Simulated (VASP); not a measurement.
# BeZn2Te3 (Cmc2_1) in VASP: notebook

The runs below take BeZn2Te3 through equation of state, with PBE.

Program: VASP 6.6.1. These are calculated values, not measurements. Logs are shortened: lines on timing, memory, paths and dates and some standing lists are left out, and cuts for length are marked.

## Step 1: The crystal as given

It takes space group Cmc2_1 (No. 36, orthorhombic). The conventional cell has a = 12.702 Å, b = 7.337 Å, c = 6.968 Å, α = 90.00°, β = 90.00°, γ = 90.00°. Be (site symmetry m) has 4 Te at 2.46 to 2.49 Å as nearest neighbours. Zn (site symmetry 1) is surrounded by 4 Te at 2.67 Å. Te (site symmetry m) is surrounded by 2 Be at 2.46 to 2.49 Å and 2 Zn at 2.67 Å. Te (site symmetry 1) has 1 Be at 2.46 Å and 3 Zn at 2.67 Å as nearest neighbours.

The cell was built by a generator and needn't be a form met in nature.

## Step 2: Equation of state, PBE, 27.06 Å³/atom

INCAR reads:

```
SYSTEM = BeZn2Te3
PREC = Accurate
ENCUT = 520
EDIFF = 1E-6
ISMEAR = 0
SIGMA = 0.03
LREAL = .False.
LASPH = .True.
NELM = 100
ALGO = Normal
ISIF = 4
LWAVE = .False.
LCHARG = .False.
GGA = PE
IBRION = 2
NSW = 30
EDIFFG = -0.02
KPAR = 4
```

KPOINTS reads:

```
regular mesh
0
Gamma
  4 4 4
  0 0 0
```

POSCAR reads:

```
BeZn2Te3
1.0
    6.3511000000     -3.6682900000      0.0000000000
    6.3511000000      3.6682900000      0.0000000000
    0.0000000000      0.0000000000      6.9681700000
Be Zn Te
2 4 6
Direct
    0.1598100000      0.8401900000      0.4983070000
    0.8401900000      0.1598100000      0.9983070000
    0.5060990000      0.1672980000      0.5013770000
    0.8327020000      0.4939010000      0.5013770000
    0.1672980000      0.5060990000      0.0013770000
    0.4939010000      0.8327020000      0.0013770000
    0.8530340000      0.1469660000      0.3553240000
    0.1657760000      0.5205300000      0.3842990000
    0.4794700000      0.8342240000      0.3842990000
    0.1469660000      0.8530340000      0.8553240000
    0.5205300000      0.1657760000      0.8842990000
    0.8342240000      0.4794700000      0.8842990000
```

Potentials or basis: VASP PAW PBE potentials, release 64 (Be, Zn, Te).

The run is started by

```bash
$ cat potpaw_PBE.64/Be/POTCAR potpaw_PBE.64/Zn/POTCAR potpaw_PBE.64/Te/POTCAR > POTCAR
$ mpirun -np 4 vasp_std > vasp.out
```

OUTCAR:

```text
SYSTEM = BeZn2Te3
   PREC = Accurate
   ENCUT = 520
   EDIFF = 1E-6
   ISMEAR = 0
   LREAL = .False.
   LASPH = .True.
   NELM = 100
   ISIF = 4
   GGA = PE
   IBRION = 2
   NSW = 30
   EDIFFG = -0.02

 ion  position               nearest neighbor table
   1  0.160  0.840  0.498-   8 2.46   9 2.46   7 2.46  10 2.49
   2  0.840  0.160  0.998-  11 2.46  12 2.46  10 2.46   7 2.49
   3  0.506  0.167  0.501-  11 2.67   8 2.67   9 2.67   7 2.67
   4  0.833  0.494  0.501-  12 2.67   9 2.67   8 2.67   7 2.67
   5  0.167  0.506  0.001-   8 2.67  11 2.67  12 2.67  10 2.67
   6  0.494  0.833  0.001-   9 2.67  12 2.67  11 2.67  10 2.67
   7  0.853  0.147  0.355-   1 2.46   2 2.49   3 2.67   4 2.67
   8  0.166  0.521  0.384-   1 2.46   5 2.67   3 2.67   4 2.67
   9  0.479  0.834  0.384-   1 2.46   6 2.67   4 2.67   3 2.67
  10  0.147  0.853  0.855-   2 2.46   1 2.49   5 2.67   6 2.67
  11  0.521  0.166  0.884-   2 2.46   3 2.67   5 2.67   6 2.67
  12  0.834  0.479  0.884-   2 2.46   4 2.67   6 2.67   5 2.67

  LATTYP: Found a base centered orthorhombic cell.
 ALAT       =     7.3365800000
 B/A-ratio  =     1.7313516652
 C/A-ratio  =     0.9497845045

  Lattice vectors:

 A1 = (  -6.3511000000,  -3.6682900000,   0.0000000000)
 A2 = (   6.3511000000,  -3.6682900000,   0.0000000000)
 A3 = (   0.0000000000,   0.0000000000,   6.9681700000)

Analysis of symmetry for initial positions (statically):
=====================================================================
 Subroutine PRICEL returns:
 Original cell was already a primitive cell.

 Routine SETGRP: Setting up the symmetry group for a
 base centered orthorhombic supercell.

 Subroutine GETGRP returns: Found  4 space group operations
 (whereof  2 operations were pure point group operations)
 out of a pool of  8 trial point group operations.

The static configuration has the point symmetry C_1h.
 The point group associated with its full space group is C_2v.

Analysis of symmetry for dynamics (positions and initial velocities):
=====================================================================
 Subroutine PRICEL returns:
 Original cell was already a primitive cell.

 Routine SETGRP: Setting up the symmetry group for a
 base centered orthorhombic supercell.

 Subroutine GETGRP returns: Found  4 space group operations
 (whereof  2 operations were pure point group operations)
[... 131 lines left out ...]
   NUPDOWN=      -1.0000    fix difference up-down
   EMIN   =  10.00;   EMAX   =-10.00  energy-range for DOS
   EFERMI =   0.00;   METHOD = LEGACY
   ISMEAR =     0;   SIGMA  =   0.03  broadening in eV -4-tet -1-fermi 0-gaus
   EFERMI_NEDOS =   21; number of points for ismear=-14 and -15
   IALGO  =     38    algorithm
   IMIX   =      4    mixing-type and parameters
     AMIX     =   0.40;   BMIX     =  1.00
     AMIX_MAG =   1.60;   BMIX_MAG =  1.00
  volume/ion in A,a.u.               =      27.06       182.59
  Fermi-wavevector in a.u.,A,eV,Ry     =   1.059454  2.002077 15.271750  1.122442
  Thomas-Fermi vector in A             =   2.194800
   LORBIT       =      0    0 simple, 1 ext, 2 COOP (PROOUT), +10 PAW based schemes
   GGA     = PE    functional components
   LHFCALC =     F    Hartree Fock is set to
   AEXX    =    0.0000 exact exchange contribution
   IVDW    =     0    specifies the selected vdW correction
   LEPSILON=     F    determine dielectric tensor
   LRPA    =     F    only Hartree local field effects (RPA)
 conjugate gradient relaxation of ions
 non-spin polarized calculation
 Gauss-broadening in eV      SIGMA  =   0.03
  energy-cutoff  :      520.00
  volume of cell :      324.68
 maximum number of plane-waves:      8810
 NGX is ok and might be reduce to    56
   NGX = 27   NGY = 27   NGZ = 25

 number of electron      88.0000001 magnetization

 Free energy of the ion-electron system (eV)
  ---------------------------------------------------
  ext. energy  EPLUGINS =         0.00000000
  ---------------------------------------------------
  free energy    TOTEN  =       -35.86371163 eV

  energy without entropy =      -35.86371163  energy(sigma->0) =      -35.86371163

 E-fermi :   3.6989     XC(G=0):  -8.8782

 val. band max:        3.5234886357   @ k =   0.0000   0.0000   0.0000
 cond. band min:       5.2660448651   @ k =   0.0000   0.0000   0.0000
 fundamental gap:      1.7425562294
 Fermi energy:         3.6989385140

 k-point     1 :       0.0000    0.0000    0.0000
  band No.  band energies     occupation
      1      -8.2860      2.00000
      2      -7.3489      2.00000
      3      -7.0590      2.00000
      4      -7.0586      2.00000
      5      -7.0567      2.00000
      6      -7.0503      2.00000
[... 1144 lines left out ...]
     51       7.2437      0.00000
     52       7.2437      0.00000

------------------------ aborting loop because EDIFF is reached ----------------------------------------

  FORCE on cell =-STRESS in cart. coord.  units (eV):
  Direction    XX          YY          ZZ          XY          YZ          ZX
  --------------------------------------------------------------------------------------
  -------------------------------------------------------------------------------------
  Total        0.0163963      0.0324232      0.0134105      0.0000000      0.0000000      0.0000000
  in kB        0.0809086      0.1599945      0.0661749      0.0000000      0.0000000      0.0000000
  external PRESSURE =       0.1023593 kB  Pullay stress =       0.0000000 kB

 VOLUME and BASIS-vectors are now :
 -----------------------------------------------------------------------------
  energy-cutoff  :      520.00
  volume of cell :      324.68
      direct lattice vectors                 reciprocal lattice vectors
     6.351100000 -3.668290000  0.000000000     0.078726520 -0.136303291  0.000000000
     6.351100000  3.668290000  0.000000000     0.078726520  0.136303291  0.000000000
     0.000000000  0.000000000  6.968170000     0.000000000  0.000000000  0.143509702

 POSITION                                       TOTAL-FORCE (eV/Angst)
 -----------------------------------------------------------------------------------
      6.35110      2.49583      3.47229        -0.000000      0.005682      0.001551
      6.35110     -2.49583      6.95637        -0.000000     -0.005682      0.001551
      4.27681     -1.24282      3.49368         0.003349      0.001446     -0.003352
      8.42539     -1.24282      3.49368        -0.003349      0.001446     -0.003352
      4.27681      1.24282      0.00960         0.003349     -0.001446     -0.003352
      8.42539      1.24282      0.00960        -0.003349     -0.001446     -0.003352
      6.35110     -2.59006      2.47596        -0.000000      0.000667      0.001351
      4.35880      1.30134      2.67786        -0.001413     -0.002486      0.001901
      8.34340      1.30134      2.67786         0.001413     -0.002486      0.001901
      6.35110      2.59006      5.96004        -0.000000     -0.000667      0.001351
      4.35880     -1.30134      6.16195        -0.001413      0.002486      0.001901
      8.34340     -1.30134      6.16195         0.001413      0.002486      0.001901
 -----------------------------------------------------------------------------------
    total drift:                               -0.000000      0.000000      0.004534

  FREE ENERGIE OF THE ION-ELECTRON SYSTEM (eV)
  ---------------------------------------------------
  free  energy   TOTEN  =       -35.8637116312 eV

  energy  without entropy=      -35.8637116312  energy(sigma->0) =      -35.86371163

 reached required accuracy - stopping structural energy minimisation
```

Wall time 93 s (4 MPI ranks of Intel Xeon 6975P-C (Granite Rapids), shared host); peak memory 0.61 GiB.

What came out:

```
Free energy            : -35.8637 eV
Pressure               : 0.0 GPa
Largest force          : 0.006 eV/Å
Band gap on the k mesh : 1.74 eV, direct
```

Caveat: spin-orbit coupling is left out, which moves the levels of the heavy elements.

## Step 3: Equation of state, PBE, 26.25 Å³/atom (volume scaled by 0.97)

INCAR is that of step 2.

KPOINTS is that of step 2.

Edit POSCAR of step 2 so:

```diff
@@ -2,5 +2,5 @@
 1.0
-    6.3511000000     -3.6682900000      0.0000000000
-    6.3511000000      3.6682900000      0.0000000000
-    0.0000000000      0.0000000000      6.9681700000
+    6.2869430884     -3.6312340322      0.0000000000
+    6.2869430884      3.6312340322      0.0000000000
+    0.0000000000      0.0000000000      6.8977796319
 Be Zn Te
```

Potentials or basis: VASP PAW PBE potentials, release 64 (Be, Zn, Te).

The run is started by

```bash
$ cat potpaw_PBE.64/Be/POTCAR potpaw_PBE.64/Zn/POTCAR potpaw_PBE.64/Te/POTCAR > POTCAR
$ mpirun -np 4 vasp_std > vasp.out
```

It took 1.9 min on 4 MPI ranks of Intel Xeon 6975P-C (Granite Rapids), shared host; peak memory 0.6 GiB.

Results (log left out):

| Quantity | Value |
| --- | --- |
| Free energy | -35.8170 eV |
| Pressure | 1.6 GPa |
| Largest force | 0.014 eV/Å |
| Band gap on the k mesh | 1.78 eV, direct |

Caveat: spin-orbit coupling is left out, which moves the levels of the heavy elements.

## Step 4: Equation of state, PBE, 27.87 Å³/atom (volume scaled by 1.03)

INCAR is that of step 3.

KPOINTS is that of step 3.

Edit POSCAR of step 3 so:

```diff
@@ -2,5 +2,5 @@
 1.0
-    6.2869430884     -3.6312340322      0.0000000000
-    6.2869430884      3.6312340322      0.0000000000
-    0.0000000000      0.0000000000      6.8977796319
+    6.4139862680     -3.7046120652      0.0000000000
+    6.4139862680      3.7046120652      0.0000000000
+    0.0000000000      0.0000000000      7.0371662693
 Be Zn Te
```

The run is started by

```bash
$ cat potpaw_PBE.64/Be/POTCAR potpaw_PBE.64/Zn/POTCAR potpaw_PBE.64/Te/POTCAR > POTCAR
$ mpirun -np 4 vasp_std > vasp.out
```

It took 1.9 min on 4 MPI ranks of Intel Xeon 6975P-C (Granite Rapids), shared host; peak memory 0.64 GiB.

It converged, with:

| Item | Value |
| --- | --- |
| Free energy | -35.8240 eV |
| Pressure | -1.3 GPa |
| Largest force | 0.015 eV/Å |
| Band gap on the k mesh | 1.66 eV, direct |

Caveat: spin-orbit coupling is left out, which moves the levels of the heavy elements.

## Step 5: Equation of state, PBE, 25.43 Å³/atom (volume scaled by 0.94)

INCAR is that of step 4.

KPOINTS is that of step 4.

Edit POSCAR of step 4 so:

```diff
@@ -2,5 +2,5 @@
 1.0
-    6.4139862680     -3.7046120652      0.0000000000
-    6.4139862680      3.7046120652      0.0000000000
-    0.0000000000      0.0000000000      7.0371662693
+    6.2214493351     -3.5934059267      0.0000000000
+    6.2214493351      3.5934059267      0.0000000000
+    0.0000000000      0.0000000000      6.8259225352
 Be Zn Te
```

The run is started by

```bash
$ cat potpaw_PBE.64/Be/POTCAR potpaw_PBE.64/Zn/POTCAR potpaw_PBE.64/Te/POTCAR > POTCAR
$ mpirun -np 4 vasp_std > vasp.out
```

Run time: 2.1 min. Hardware: 4 MPI ranks of Intel Xeon 6975P-C (Granite Rapids), shared host; peak memory 0.61 GiB.

The run converged. Its results:

- Free energy: -35.6689 eV
- Pressure: 3.4 GPa
- Largest force: 0.012 eV/Å
- Band gap on the k mesh: 1.83 eV, direct

Caveat: spin-orbit coupling is left out, which moves the levels of the heavy elements.

## Step 6: Equation of state, PBE, 28.68 Å³/atom (volume scaled by 1.06)

INCAR is that of step 5.

KPOINTS is that of step 5.

Edit POSCAR of step 5 so:

```diff
@@ -2,5 +2,5 @@
 1.0
-    6.2214493351     -3.5934059267      0.0000000000
-    6.2214493351      3.5934059267      0.0000000000
-    0.0000000000      0.0000000000      6.8259225352
+    6.4756629965     -3.7402355204      0.0000000000
+    6.4756629965      3.7402355204      0.0000000000
+    0.0000000000      0.0000000000      7.1048354808
 Be Zn Te
```

Potentials or basis: VASP PAW PBE potentials, release 64 (Be, Zn, Te).

The run is started by

```bash
$ cat potpaw_PBE.64/Be/POTCAR potpaw_PBE.64/Zn/POTCAR potpaw_PBE.64/Te/POTCAR > POTCAR
$ mpirun -np 4 vasp_std > vasp.out
```

Run time: 2.3 min. Hardware: 4 MPI ranks of Intel Xeon 6975P-C (Granite Rapids), shared host; peak memory 0.66 GiB.

Results (log left out):

| Quantity | Value |
| --- | --- |
| Free energy | -35.7110 eV |
| Pressure | -2.4 GPa |
| Largest force | 0.005 eV/Å |
| Band gap on the k mesh | 1.52 eV, direct |

Caveat: spin-orbit coupling is left out, which moves the levels of the heavy elements.
